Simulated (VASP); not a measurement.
The input files of a VASP run:

File POSCAR:
```
NaCl
3.9540830
  0.0000000000   0.7071067471   0.7071067471
  0.7071067471   0.0000000000   0.7071067471
  0.7071067471   0.7071067471   0.0000000000
Cl Na
1 1
Cart
  0.0000000000   0.0000000000   0.0000000000
  0.7071067471   0.7071067471   0.7071067471
```

### INCAR
```
SYSTEM = NaCl
PREC = Accurate; ENCUT = 400; LREAL = .FALSE.
LASPH = .TRUE.
EDIFF = 1E-7; NELM = 100; ALGO = Normal
ISMEAR = -5
GGA = PS
ISIF = 2
LWAVE = .FALSE.; LCHARG = .TRUE.; LORBIT = 11
NEDOS = 601
```

File KPOINTS:
```
Regular mesh
0
G
 9 9 9
0 0 0
```

POTCAR, in this order: Cl Na_pv (PBE.64 set). Program: vasp_std.

Translate this PBEsol calculation to Ansatz.

One equivalent input (not run):
Ansatz 0.2 input:
```yaml
crystal:
  lattice:
    - [0.0000000, 2.7959588, 2.7959588]
    - [2.7959588, 0.0000000, 2.7959588]
    - [2.7959588, 2.7959588, 0.0000000]
  atoms:
    - { symbol: Cl, position: [0.0000000, 0.0000000, 0.0000000] }
    - { symbol: Na, position: [0.5000000, 0.5000000, 0.5000000] }
kpoints:
  mp_grid: { grid: [9, 9, 9] }
hamiltonian:
  xc: pbesol
  pseudopotentials: { kind: paw }
scf:
  occupations: { method: tetrahedron }
  max_iter: 100
output: { forces: true, stress: true, eigenvalues: true }
```
The two are equivalent in intent, not identical: each code has its own PAW files, so the cut-off isn't converted (ENCUT is set for VASP's; basis.ecutwfc is left out, and Ansatz then takes the one that its files recommend); Ansatz stops its SCF on the density residual and VASP on the energy change (EDIFF).

The structure comes from a measured NaCl entry (Fm-3m) of the Crystallography Open Database, whose conditions weren't checked. It was relaxed first.
